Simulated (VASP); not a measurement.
A run of VASP 6.6.1 is set up as follows.

Contents of INCAR:

```
SYSTEM = PmSe
  PREC = Accurate
  ENCUT = 600
  EDIFF = 1E-6
  ISMEAR = 0
  SIGMA = 0.05
  LREAL = .False.
  LASPH = .True.
  NELM = 120
  ALGO = Normal
  ISIF = 3
  LWAVE = .False.
  LCHARG = .False.
  ISPIN = 2
  MAGMOM = 4 0
  LORBIT = 11
  LMAXMIX = 6
  METAGGA = LAK
  LMIXTAU = .True.
  IBRION = 2
  NSW = 60
  EDIFFG = -0.01
```

KPOINTS

```
regular mesh
0
Gamma
  8 8 8
  0 0 0
```

File POSCAR:

```
PmSe
1.0
    0.0000000000      2.9605394209      2.9605394209
    2.9605394209      0.0000000000      2.9605394209
    2.9605394209      2.9605394209      0.0000000000
Pm Se
1 1
Direct
    0.0000000000      0.0000000000      0.0000000000
    0.5000000000      0.5000000000      0.5000000000
```

Potentials or basis: VASP PAW PBE potentials, release 64 (Pm, Se).

Run with:

```bash
$ cat potpaw_PBE.64/Pm/POTCAR potpaw_PBE.64/Se/POTCAR > POTCAR
$ mpirun -np 1 vasp_std > vasp.out
```

Q: Estimate the net moment.

A: 4.89 μB per cell.

Q: Predict the relaxed cell.

A: a = 4.351 Å, b = 4.351 Å, c = 4.351 Å, α = 60.00°, β = 60.00°, γ = 60.00°.

Q: Estimate the band gap on the k mesh.

A: None (metal or under the smearing width).

Q: Predict the space group after relaxing (to 0.05 Å).

A: Fm-3m (No. 225).

Final structure:
```
Pm Se
1.0
     0.00000    3.07695    3.07695
     3.07695    0.00000    3.07695
     3.07695    3.07695    0.00000
Pm Se
1 1
Direct
  0.00000 0.00000 0.00000
  0.50000 0.50000 0.50000
```

Caveat: the magnetic or orbital state may not be the lowest; spin-orbit coupling is left out, which moves the levels of the heavy elements; without U or exact exchange the open f shell lies at the Fermi level, which spoils levels, moments and volumes. The state reached can hang on the start; a lower one may exist.
